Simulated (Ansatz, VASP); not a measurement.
# MoS2 in two plane-wave programs

Wanted: the spread between two codes on one cell, functional and k mesh. The structure shown is the end of the Ansatz relaxation below.

Program: Ansatz 0.2.0. Level of theory: plane waves, with VASP 6.6.1 beside it; single point at PBE with D3(BJ). Results are calculated unless marked as measured.

### Step 1. Starting point

Symmetry: R3m, No. 160, trigonal system. Conventional cell: a = 3.153 Å, b = 3.153 Å, c = 17.991 Å, α = 90.00°, β = 90.00°, γ = 120.00°. Nearest to Mo lie 6 S at 2.40 Å. S has 3 Mo at 2.40 Å nearest. S has 3 Mo at 2.40 Å nearest. Farther neighbours and most contacts between anions are not listed.

Structure file:

```cif
data_structure
_symmetry_space_group_name_H-M 'P 1'
_symmetry_Int_Tables_number 1
_cell_length_a 3.1531
_cell_length_b 3.1531
_cell_length_c 17.9909
_cell_angle_alpha 90.000
_cell_angle_beta 90.000
_cell_angle_gamma 120.000
_cell_volume 154.91
loop_
_atom_site_label
_atom_site_type_symbol
_atom_site_fract_x
_atom_site_fract_y
_atom_site_fract_z
_atom_site_occupancy
Mo1 Mo 0.00000 0.00000 0.99998 1
Mo2 Mo 0.66667 0.33333 0.33332 1
Mo3 Mo 0.33333 0.66667 0.66665 1
S4 S 0.00000 0.00000 0.24646 1
S5 S 0.00000 0.00000 0.42026 1
S6 S 0.66667 0.33333 0.57979 1
S7 S 0.66667 0.33333 0.75360 1
S8 S 0.33333 0.66667 0.91312 1
S9 S 0.33333 0.66667 0.08693 1
```

### Step 2. Ansatz: relaxation, PBE with D3(BJ)

Ansatz runs on its PAW soft_1 files.

This run makes the geometry at which the two programs are then compared.

input.yaml

```yaml
crystal:
  lattice:
    - [3.153125, 0.0, 0.0]
    - [-1.5765625, 2.7306863513, 0.0]
    - [0.0, 0.0, 17.990933]
  atoms:
    - { symbol: Mo, position: [0.0, 0.0, 0.9999832] }
    - { symbol: Mo, position: [0.6666667, 0.3333333, 0.3333165] }
    - { symbol: Mo, position: [0.3333333, 0.6666667, 0.6666499] }
    - { symbol: S, position: [0.0, 0.0, 0.2464551] }
    - { symbol: S, position: [0.0, 0.0, 0.4202617] }
    - { symbol: S, position: [0.6666667, 0.3333333, 0.5797885] }
    - { symbol: S, position: [0.6666667, 0.3333333, 0.753595] }
    - { symbol: S, position: [0.3333333, 0.6666667, 0.9131218] }
    - { symbol: S, position: [0.3333333, 0.6666667, 0.0869283] }
kpoints:
  mp_grid: { grid: [10, 10, 2] }
scf:
  occupations: { method: fermi_dirac, width: 0.02 }
hamiltonian:
  xc: pbe
  pseudopotentials: { kind: paw, azcp: { folder: soft_1 } }
  dispersion: d3bj
basis:
  ecutwfc: 600
output:
  forces: true
  stress: true
  write_density: true
  write_potential: true
  elf: true
  volumetric_format: npy
relax:
  f_tol: 0.005
  max_steps: 70
  cell: { stress_tol: 0.02, p_target: 0, fix: [c, alpha, beta, gamma] }
```

Command:

```sh
ansatz run input.yaml --threads 4 --pin off --max-ram 10240MiB --backend cpu --events-out ev --progress --plain --runs-dir out
```

Numbers of over 12 decimals in the logs are rounded to 6 here.

Output:

```text
Warning: the atoms were moved onto the symmetric positions of the space group found under crystal.symmetry.tolerance 1.0e-5 (fractional; no operation is sought that the atoms, as they stand in a round, miss by more than twice it, and no atom is moved by as much as it), and the run uses the moved positions. Before a round's move an operation carried an atom to 1.25e-6 Å from where it should land, the largest such dist [...]
Warning: crystal.symmetry: narrowed to the stabiliser of the fixed cell quantities (relax.cell.fix) — unitary ops 18 → 6. The narrowing is safe, since a smaller group never makes results wrong: the run goes on under it, on as many k-points as the starting group would need, or more. Excluded: 12 operations that would move a fixed cell quantity at a test strain (relax.cell.fix fixes c, alpha, beta, gamma). The cell can leave their symmetry as it relaxes.
Engine: ansatz 0.2.0, aarch64-unknown-linux-gnu
Pseudopotentials: kind: paw
Pseudopotential: Mo, paw, valence charge 14, recommended cutoff 420 eV (normal), soft_1/Mo.paw.azcp
Pseudopotential: S, paw, valence charge 6, recommended cutoff 420 eV (normal), soft_1/S.paw.azcp
Functional definition: PBE
  parameter kappa = 0.804
  parameter beta = 0.066725
  exchange = pbe_x(kappa = kappa, mu = beta*pi^2/3)
  correlation = pbe_c(beta = beta)
Crystal: 9 atoms, lattice volume = 154.905 Å³
Basis set: ecut = 600 eV, 5183 PW (Γ), exchange–correlation on 54×54×288 points (8 copies of the dense FFT grid, shifted against one another)
Bands: 48, of which v1, the nominal top of the filled ones, is band 39 counted from 1 (38 counted from 0)
Symmetry: 6 space group operations
k-points: 62 of 200 (time reversal used)
Non-local potential: Mo, projectors of the file, l = 0: 3, l = 1: 2, l = 2: 2, l = 3: 1
Non-local potential: S, projectors of the file, l = 0: 2, l = 1: 2, l = 2: 1
PAW form: soft (Blöchl's): semilocal exchange-correlation on the pseudo side does not see the compensation charge
PAW one-centre angular grid: Mo, 590 points (default); XC on 64 Gauss nodes
PAW one-centre angular grid: S, 110 points (default); XC on 64 Gauss nodes
[...]
preconditioner: auto → Resta (q_TF=auto, 2.433 Å⁻¹)  ε∞=8.1  [insulator: Δε(μ)=0.678 eV  Ē_g=8.235 eV  σ=0.020 eV  W_gap=1.00  n_scr=42 (ndim 8)  ℏωp=21.9 eV  f_vac=0.000  D(μ)=0.00/eV (n_scr^D=0)  ε∞_Penn≈8.1]
SCF iter   2: F=—  HF=-20292.800346 eV  |F-HF|=—  |Δ(HF+E_count)|=    1.71e0  Δρ=3.18e-2  dr2=1.93e0  ethr=3.10e-3  ⟨swp⟩=2.5  Hψ=5341  notcnv=0  defer=172
SCF iter   3: F=—  HF=-20292.259784 eV  |F-HF|=—  |Δ(HF+E_count)|=   5.41e-1  Δρ=5.54e-3  dr2=6.31e-2  ethr=2.48e-3  ⟨swp⟩=2.6  Hψ=4881  notcnv=0  defer=172
SCF iter   4: F=—  HF=-20292.259396 eV  |F-HF|=—  |Δ(HF+E_count)|=   3.88e-4  Δρ=1.39e-3  dr2=4.80e-3  ethr=8.09e-5  ⟨swp⟩=2.8  Hψ=4830  notcnv=0  defer=170
SCF iter   5: F=—  HF=-20292.261659 eV  |F-HF|=—  |Δ(HF+E_count)|=   2.26e-3  Δρ=5.76e-4  dr2=6.55e-4  ethr=6.15e-6  ⟨swp⟩=2.8  Hψ=6460  notcnv=0  defer=170
SCF iter   6: F=—  HF=-20292.261758 eV  |F-HF|=—  |Δ(HF+E_count)|=   9.89e-5  Δρ=7.64e-5  dr2=1.19e-5  ethr=8.40e-7  ⟨swp⟩=2.5  Hψ=5184  notcnv=0  defer=170
SCF iter   7: F=—  HF=-20292.261970 eV  |F-HF|=—  |Δ(HF+E_count)|=   2.12e-4  Δρ=2.31e-5  dr2=1.01e-6  ethr=1.53e-8  ⟨swp⟩=2.1  Hψ=4630  notcnv=0  defer=170
SCF iter   8: F=-20292.261973 eV  HF=-20292.261973 eV  |F-HF|=4.11e-8  |Δ(HF+E_count)|=   2.51e-6  Δρ=4.24e-6  dr2=2.88e-8  ethr=1.28e-10  ⟨swp⟩=11.0  Hψ=22954  notcnv=0
SCF 1 converged in 8 iterations: F = -20292.261973 eV  dr2 = 2.88e-8
  greatest PAW one-centre occupation: 0.999 electrons in one spin orbital (limit 2), on the Mo atom at site 2 (counted from 0), in its partial waves of l = 0
relax step   1: F+E_penalty+E_count = -20292.26197272 eV  Δ(F+E_penalty+E_count) = +0.000e0 eV  max|allowed force component| = 6.795e-4 eV/Å  Δτ_max = 0.0000 Å  P = +0.003 GPa  Ω = 154.905 Å³  fix = [c, alpha, beta, gamma]  reactions: c +0.004 GPa; alpha -0.000, beta +0.000, gamma +0.000 GPa/rad  (8 SCF iters, dr2 threshold 1.00e-7 eV, accepted)
Initial density: handed on by an earlier stage of this run
Initial wavefunctions: pseudopotential atomic-orbital guess (no wavefunctions were taken with the density)
iter 1 solved again at ethr=7.90e-7 eV; its pass at ethr=3.10e-3 eV (dr2=6.16e-4 eV) is discarded
SCF iter   1: F=—  HF=-20292.261791 eV  |F-HF|=—  |Δ(HF+E_count)|=         —  Δρ=4.26e-6  dr2=2.83e-8  ethr=7.90e-7  ⟨swp⟩=3.9  Hψ=22916  notcnv=0
eigensolver tolerance schedule: the retry pair's looser diagonalisation over-reported the residual by 21760.64 of it (diagonalisation noise at an unbounded share of the residual, at the tolerance the schedule requests for it); recorded, not acted on — ethr = c·dr2/N_el stays at c = 1.0e-1
preconditioner: auto → Resta (q_TF=auto, 2.433 Å⁻¹)  ε∞=8.8  [insulator: Δε(μ)=0.790 eV  Ē_g=7.835 eV  σ=0.020 eV  W_gap=1.00  n_scr=42 (ndim 8)  ℏωp=21.9 eV  f_vac=0.008  D(μ)=0.00/eV (n_scr^D=0)  ε∞_Penn≈8.8]
SCF iter   2: F=—  HF=-20292.261973 eV  |F-HF|=—  |Δ(HF+E_count)|=   1.82e-4  Δρ=3.02e-6  dr2=1.51e-8  ethr=3.63e-11  ⟨swp⟩=4.1  Hψ=8689  notcnv=0
SCF iter   3: F=—  HF=-20292.261973 eV  |F-HF|=—  |Δ(HF+E_count)|=   2.13e-8  Δρ=1.14e-6  dr2=2.83e-9  ethr=1.94e-11  ⟨swp⟩=2.0  Hψ=4569  notcnv=0
SCF iter   4: F=—  HF=-20292.261973 eV  |F-HF|=—  |Δ(HF+E_count)|=   3.35e-9  Δρ=7.83e-7  dr2=1.15e-9  ethr=3.62e-12  ⟨swp⟩=2.0  Hψ=4424  notcnv=0
SCF iter   5: F=—  HF=-20292.261973 eV  |F-HF|=—  |Δ(HF+E_count)|=  1.89e-10  Δρ=1.81e-7  dr2=4.24e-11  ethr=1.48e-12  ⟨swp⟩=2.0  Hψ=4305  notcnv=0
SCF iter   6: F=-20292.261973 eV  HF=-20292.261973 eV  |F-HF|=1.09e-11  |Δ(HF+E_count)|=  3.64e-12  Δρ=3.65e-8  dr2=2.28e-12  ethr=1.00e-12  ⟨swp⟩=7.2  Hψ=14873  notcnv=0
SCF 2 converged in 6 iterations: F = -20292.261973 eV  dr2 = 2.28e-12
relax step   2: F+E_penalty+E_count = -20292.26197273 eV  Δ(F+E_penalty+E_count) = -7.833e-9 eV  max|allowed force component| = 6.824e-4 eV/Å  Δτ_max = 0.0000 Å  P = +0.003 GPa  Ω = 154.905 Å³  fix = [c, alpha, beta, gamma]  reactions: c +0.004 GPa; alpha -0.000, beta +0.000, gamma +0.000 GPa/rad  stress off target by 1.82e-3 GPa on what of the cell is left free  SCF on the basis re-selected at this cell (its energy is not comparable with the rows above)  (6 SCF iters)
basis re-selected at this cell: Δ(F+E_penalty+E_count) = -7.833e-9 eV, ΔP = +0.000 GPa vs the last step (what re-selecting the basis moved, of the pressure what is left beyond the Pulay correction that the steps carried, after the strain that the cell walked since its last selection, with what the two solves' SCF thresholds leave and, on support functions, any second-order correction that the steps lacked; it is no m [...]
SCF converged after 6 iterations
Free energy (F): -20292.261973 eV
Harris-Foulkes:  -20292.261973 eV  (|F-HF|=1.09e-11)
Internal energy: -20292.261973 eV  (E = F + TS)
E sigma→0 (E₀):  -20292.261973 eV
Fermi energy:    12.006106 eV
--- Per-component energies (eV) ---
  E_band       = -423.230979
  E_kinetic    = 1906.295595
  E_local      = -5541.568913  (includes V_loc(G=0)·N_el)
  E_nonlocal   = 650.969193
  E_hartree    = 2128.087112
  E_xc         = -1064.848629
  E_vxc        = -1159.315874  (∫ρ·V_xc dr)
  E_paw        = -13286.008994  (= ΣΔE_a)
  E_vpaw       = -535.785200  (= ΣTr[D̂ρ^β])
  E_aug_tail   = 0.000034  (compensation charges beyond the density's cutoff)
  E_ewald      = -5081.224774
  E_disp       = -3.962598  (pairwise vdW)
  E_smearing   = -0.000000  (= −TS)
  E_closure    = 0.000000  (closes the sum)
  Σ components = -20292.261973   (vs F -20292.261973, Δ=0.00e0)
--- Forces (eV/Å), atoms counted from 1 ---
  atom   1  Mo    -0.00000000     0.00000000    -0.00040583
  atom   2  Mo    -0.00000000     0.00000000    -0.00040583
  atom   3  Mo    -0.00000000     0.00000000    -0.00040583
  atom   4  S      0.00000000    -0.00000000    -0.00027661
  atom   5  S      0.00000000    -0.00000000     0.00068235
  atom   6  S      0.00000000    -0.00000000    -0.00027661
  atom   7  S      0.00000000    -0.00000000     0.00068235
  atom   8  S      0.00000000    -0.00000000    -0.00027661
  atom   9  S      0.00000000    -0.00000000     0.00068235
  max |Σ_I F_I| component: 2.53e-7 eV/Å
--- Stress (GPa, compression-positive) ---
        0.001825      -0.000000      -0.000000
       -0.000000       0.001825       0.000000
       -0.000000       0.000000       0.004207
  P = ⅓ Tr σ = 0.0026 GPa (0.026 kbar)
--- Band table (eV; the first three rows and the last of 62) ---
  k-point 0: bands = [... 35 lower, 10.2727, 10.5384, 11.5106, 11.5106, 13.5707, 13.5707, 13.6541, 13.6541, ... 5 higher]
  k-point 1: bands = [... 35 lower, 9.4224, 11.1245, 11.1245, 11.6289, 13.5946, 13.5946, 13.5946, 13.5946, ... 5 higher]
  k-point 2: bands = [... 35 lower, 10.2847, 10.6347, 11.2253, 11.2365, 13.4623, 13.4983, 13.5036, 13.5748, ... 5 higher]
  k-point 61: bands = [... 35 lower, 10.0205, 10.0577, 10.2167, 10.2167, 13.1593, 13.1593, 13.2090, 13.5722, ... 5 higher]
--- Relaxed structure (1 steps of the walk, 1 accepted, 1 SCFs on fresh bases) ---
  F+E_penalty+E_count = -20292.26197273 eV   max|allowed force component| = 6.824e-4 eV/Å   (the final SCF, on the basis selected at the relaxed cell)
  cell:  # Å, volume = 154.9054 Å³
    - [3.153125, 0.0, 0.0]
    - [-1.576562, 2.730686, 0.0]
    - [0.0, 0.0, 17.990933]
  atoms:
    - { symbol: Mo, position: [0.0, 0.0, 0.999983] }
    - { symbol: Mo, position: [0.666667, 0.333333, 0.333317] }
    - { symbol: Mo, position: [0.333333, 0.666667, 0.666650] }
    - { symbol: S, position: [0.0, 0.0, 0.246455] }
    - { symbol: S, position: [0.0, 0.0, 0.420262] }
    - { symbol: S, position: [0.666667, 0.333333, 0.579788] }
    - { symbol: S, position: [0.666667, 0.333333, 0.753595] }
    - { symbol: S, position: [0.333333, 0.666667, 0.913122] }
    - { symbol: S, position: [0.333333, 0.666667, 0.086928] }
```

The column dr2 measures how far the density is from self-consistency, as an energy; F and HF (Harris–Foulkes) agree once it is small.

### Step 3. VASP: single point, PBE with D3(BJ), pair 1

The same cell, functional, mesh and smearing now go to VASP, with its own data sets.

Lines of VASP's logs that name or quote its potential files are left out, and so is its time.

INCAR

```
SYSTEM = MoS2
PREC = Accurate
ENCUT = 500
EDIFF = 1E-06
NELM = 120
ISMEAR = -1
SIGMA = 0.02
LREAL = .FALSE.
ALGO = Normal
GGA = PE
IVDW = 12
NBANDS = 48
LASPH = .TRUE.
LORBIT = 11
LWAVE = .FALSE.
LCHARG = .FALSE.
ISIF = 2
GGA_COMPAT = .FALSE.
EFERMI = MIDGAP
KPAR = 2
```

POSCAR

```
MoS2
1.0
    3.1531250000      0.0000000000      0.0000000000
   -1.5765625000      2.7306863513      0.0000000000
    0.0000000000      0.0000000000     17.9909330000
Mo S
3 6
Direct
    0.0000000000      0.0000000000      0.9999832000
    0.6666666667      0.3333333333      0.3333165333
    0.3333333333      0.6666666667      0.6666498667
    0.0000000000      0.0000000000      0.2464551333
    0.0000000000      0.0000000000      0.4202616667
    0.6666666667      0.3333333333      0.5797884667
    0.6666666667      0.3333333333      0.7535950000
    0.3333333333      0.6666666667      0.9131218000
    0.3333333333      0.6666666667      0.0869283333
```

KPOINTS

```
Automatic mesh
0
Gamma
10 10 2
0 0 0
```

PAW data sets: Mo_sv and S (PBE family, release 64).

Command:

```sh
mpirun -np 2 vasp_std
```

Output:

```text
[banner, memory and clock lines left out]
running    2 mpi-ranks, on    1 nodes
 distrk:  each k-point on    1 cores,    2 groups
 distr:  one band on    1 cores,    1 groups

 POSCAR found type information on POSCAR MoS
 POSCAR found :  2 types and       9 ions
 LDA part: xc-table for (Slater+PW92), standard interpolation
 POSCAR, INCAR and KPOINTS ok, starting setup
 FFT: planning ... GRIDC
 FFT: planning ... GRID_SOFT
 FFT: planning ... GRID
 WAVECAR not read
 entering main loop
       N       E                     dE             d eps       ncg     rms          rms(c)
DAV:   1     0.685674842400E+03    0.68567E+03   -0.41594E+04  2912   0.150E+03
DAV:   2    -0.272934871307E+02   -0.71297E+03   -0.68851E+03  3224   0.399E+02
DAV:   3    -0.685692064008E+02   -0.41276E+02   -0.40610E+02  3400   0.840E+01
DAV:   4    -0.695882221230E+02   -0.10190E+01   -0.10132E+01  3352   0.129E+01
DAV:   5    -0.696125210305E+02   -0.24299E-01   -0.24279E-01  3352   0.196E+00    0.426E+01
DAV:   6    -0.664085651137E+02    0.32040E+01   -0.28297E+01  2944   0.244E+01    0.165E+01
DAV:   7    -0.659020938400E+02    0.50647E+00   -0.12858E+01  3008   0.162E+01    0.103E+01
DAV:   8    -0.652878241723E+02    0.61427E+00   -0.24363E+00  3192   0.746E+00    0.367E+00
DAV:   9    -0.653189529629E+02   -0.31129E-01   -0.28205E-01  3448   0.203E+00    0.183E+00
DAV:  10    -0.652972619588E+02    0.21691E-01   -0.10554E-01  3152   0.157E+00    0.427E-01
DAV:  11    -0.652979286304E+02   -0.66667E-03   -0.58815E-03  3256   0.356E-01    0.216E-01
DAV:  12    -0.652978124492E+02    0.11618E-03   -0.44157E-04  3192   0.888E-02    0.126E-01
DAV:  13    -0.652977780287E+02    0.34421E-04   -0.33095E-04  3392   0.804E-02    0.510E-02
DAV:  14    -0.652977826159E+02   -0.45873E-05   -0.15495E-05  3088   0.193E-02    0.358E-02
DAV:  15    -0.652977834198E+02   -0.80387E-06   -0.31482E-06  2784   0.830E-03
   1 F= -.69259462E+02 E0= -.69259462E+02  d E =-.510767E-10
```

OUTCAR, selected parts (step 3):

```text
ion  position               nearest neighbor table
   1  0.000  0.000  1.000-   8 2.40   8 2.40   8 2.40   9 2.40   9 2.40   9 2.40
   2  0.667  0.333  0.333-   4 2.40   4 2.40   4 2.40   5 2.40   5 2.40   5 2.40
   3  0.333  0.667  0.667-   6 2.40   6 2.40   6 2.40   7 2.40   7 2.40   7 2.40
   4  0.000  0.000  0.246-   2 2.40   2 2.40   2 2.40
   5  0.000  0.000  0.420-   2 2.40   2 2.40   2 2.40
   6  0.667  0.333  0.580-   3 2.40   3 2.40   3 2.40
   7  0.667  0.333  0.754-   3 2.40   3 2.40   3 2.40
   8  0.333  0.667  0.913-   1 2.40   1 2.40   1 2.40
   9  0.333  0.667  0.087-   1 2.40   1 2.40   1 2.40

  LATTYP: Found a hexagonal cell.
 ALAT       =     3.1531250000
 C/A-ratio  =     5.7057468385

 Subroutine GETGRP returns: Found  6 space group operations
 (whereof  6 operations were pure point group operations)

The static configuration has the point symmetry C_3v.

 Found     28 irreducible k-points:

   k-points           NKPTS =     28   k-points in BZ     NKDIM =     28   number of bands    NBANDS=     48

   dimension x,y,z NGX =    24 NGY =   24 NGZ =  140
   dimension x,y,z NGXF=    48 NGYF=   48 NGZF=  280

   ENCUT  =  500.0 eV  36.75 Ry    6.06 a.u.   5.75  5.75 32.80*2*pi/ulx,y,z

   NELECT =      78.0000    total number of electrons

 k-points in reciprocal lattice and weights: Automatic mesh
   0.00000000  0.00000000  0.00000000       0.005
   0.10000000  0.00000000  0.00000000       0.030
   0.20000000  0.00000000  0.00000000       0.030
   0.30000000  0.00000000  0.00000000       0.030
   0.40000000 -0.00000000  0.00000000       0.030
   0.50000000  0.00000000  0.00000000       0.015
   0.10000000  0.10000000  0.00000000       0.030
   0.20000000  0.10000000  0.00000000       0.060
   0.30000000  0.10000000  0.00000000       0.060
[...]
0.40000000  0.20000000  0.50000000       0.030
   0.30000000  0.30000000  0.50000000       0.030

 average (electrostatic) potential at core
       1 -74.2461       2 -74.2461       3 -74.2461       4 -84.0044       5 -84.0104
       6 -84.0044       7 -84.0104       8 -84.0044       9 -84.0104

 E-fermi :   8.4945

 k-point     1 :       0.0000    0.0000    0.0000
  band No.  band energies     occupation
    ...
     35       5.8396      2.00000
     36       6.7470      2.00000
     37       6.9999      2.00000
     38       7.9732      2.00000
     39       7.9732      2.00000
     40      10.0457      0.00000
     41      10.0458      0.00000
     42      10.1289      0.00000
     43      10.1289      0.00000
     44      10.1290      0.00000
    ...

 k-point     2 :       0.1000    0.0000    0.0000
  band No.  band energies     occupation
    ...
     35       5.9991      2.00000
     36       6.7585      2.00000
     37       7.0941      2.00000
     38       7.6881      2.00000
     39       7.6992      2.00000
     40       9.9393      0.00000
     41       9.9764      0.00000
     42       9.9802      0.00000
     43      10.0533      0.00000
     44      10.0681      0.00000
    ...

 k-point     3 :       0.2000    0.0000    0.0000
  band No.  band energies     occupation
    ...
     35       5.9665      2.00000
     36       6.6022      2.00000
     37       6.7709      2.00000
     38       6.9283      2.00000
     39       6.9934      2.00000
     40       9.2862      0.00000
     41       9.7030      0.00000
     42       9.7164      0.00000
     43       9.8002      0.00000
     44       9.8909      0.00000
    ...

 Edisp (eV)   -3.96168

  Total      -0.12037    -0.12037    -0.18774     0.00000    -0.00000     0.00000
  in kB      -1.24496    -1.24496    -1.94176     0.00000    -0.00000     0.00000
  external pressure =       -1.48 kB  Pullay stress =        0.00 kB

  energy-cutoff  :      500.00
  volume of cell :      154.91
      direct lattice vectors                 reciprocal lattice vectors
     3.153125000  0.000000000  0.000000000     0.317145689  0.183104149  0.000000000
    -1.576562500  2.730686351  0.000000000     0.000000000  0.366208298  0.000000000
     0.000000000  0.000000000 17.990933000     0.000000000  0.000000000  0.055583554

 POSITION                                       TOTAL-FORCE (eV/Angst)
 -----------------------------------------------------------------------------------
      0.00000      0.00000     17.99063         0.000000     -0.000000     -0.000053
      1.57656      0.91023      5.99668         0.000000      0.000000     -0.000053
     -0.00000      1.82046     11.99365         0.000000      0.000000     -0.000053
      0.00000      0.00000      4.43396        -0.000000      0.000000      0.012541
      0.00000      0.00000      7.56090        -0.000000     -0.000000     -0.012487
      1.57656      0.91023     10.43094        -0.000000      0.000000      0.012541
      1.57656      0.91023     13.55788         0.000000     -0.000000     -0.012487
     -0.00000      1.82046     16.42791        -0.000000     -0.000000      0.012541
     -0.00000      1.82046      1.56392        -0.000000     -0.000000     -0.012487
 -----------------------------------------------------------------------------------
    total drift:                               -0.000000     -0.000000     -0.000086

  FREE ENERGIE OF THE ION-ELECTRON SYSTEM (eV)
  ---------------------------------------------------
  free  energy   TOTEN  =       -69.2594620715 eV

  energy  without entropy=      -69.2594620715  energy(sigma->0) =      -69.25946207

 total charge
# of ion       s       p       d       tot
------------------------------------------
    1        2.293   6.224   3.965  12.482
    2        2.293   6.224   3.965  12.482
    3        2.293   6.224   3.965  12.482
    4        1.366   2.343   0.000   3.709
    5        1.366   2.343   0.000   3.709
    6        1.366   2.343   0.000   3.709
    7        1.366   2.343   0.000   3.709
    8        1.366   2.343   0.000   3.709
    9        1.366   2.343   0.000   3.709
--------------------------------------------------
tot         15.077  32.730  11.895  59.701

[... 3 further parts left out ...]
```

This run has no spin polarisation, so a moment on Mo, if there is one, isn't seen. The gap is read on the k-mesh alone, so it is an upper bound where the band edges lie off the mesh.

(Continued in part 2 of 2.)

[Lines on the potential files, build, host, timing and source positions are cut from VASP's logs without a mark.]

[Logs are printed without paths, hosts, clocks, repeated set-up lines and the standing remarks that a program may print on its own settings, such as how far it seeks lower states.]

[Hosts, paths, dates, database ids (printed as entryN), source tags and the programs' standing remarks are cut or masked in the printed files.]
